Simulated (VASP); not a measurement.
Crystal: Cd.

```
CELL_PARAMETERS angstrom
2.95847 0.00000 0.00000
-1.47924 2.56211 0.00000
0.00000 0.00000 5.88593
ATOMIC_POSITIONS crystal
Cd 0.33333 0.66667 0.25000
Cd 0.66667 0.33333 0.75000
```

- Program: VASP 6.6.1
- Task: relaxation of cell and atoms
- Functional: RPBE
- Potentials or basis: VASP PAW PBE potentials, release 64 (Cd)
- Cutoff: 600 eV
- k mesh: 18 × 18 × 8
- Occupations: gaussian, width 0.1 eV
- Spin: no spin polarisation

At the start: pressure 4.7 GPa; volume 22.31 Å³/atom.

Question: How do energy, volume and symmetry change on relaxing?

Answer: Over 15 steps the energy falls by 31.5 meV/atom and the volume is 24.37 Å³/atom (+9.3 %); space group P6_3/mmc (No. 194, to 0.05 Å).

Step by step:
| step | energy change (eV) | largest force (eV/Å) | pressure (GPa) | volume (Å³) |
| --- | --- | --- | --- | --- |
| 1 | 0.0000 | 0.0000 | 4.70 | 44.62 |
| 2 | -0.0622 | 0.0000 | 0.00 | 48.97 |
| 3 | -0.0622 | 0.0000 | -0.05 | 49.03 |
| 4 | -0.0623 | 0.0000 | -0.02 | 48.99 |
| 5 | -0.0625 | 0.0000 | 0.03 | 48.87 |
| 6 | -0.0627 | 0.0000 | 0.14 | 48.63 |
| 7 | -0.0627 | 0.0000 | 0.11 | 48.67 |
| 8 | -0.0629 | 0.0000 | 0.01 | 48.78 |
| 9 | -0.0627 | 0.0000 | -0.19 | 48.99 |
| 10 | -0.0629 | 0.0000 | -0.03 | 48.82 |
| 11 | -0.0629 | 0.0000 | -0.04 | 48.84 |
| 12 | -0.0629 | 0.0000 | -0.05 | 48.82 |
| 13 | -0.0629 | 0.0000 | -0.02 | 48.77 |
| 14 | -0.0629 | 0.0000 | -0.03 | 48.79 |
| 15 | -0.0629 | 0.0000 | 0.00 | 48.75 |

Final structure:
```xyz
2
Lattice="3.1038 0.0000 0.0000 -1.5519 2.6880 0.0000 0.0000 0.0000 5.8431" Properties=species:S:1:pos:R:3 pbc="T T T"
Cd    0.0000    1.7920    1.4608
Cd    1.5519    0.8960    4.3823
```

Caveat: the PAW data sets were made with another functional, which shifts forces and pressure a little.
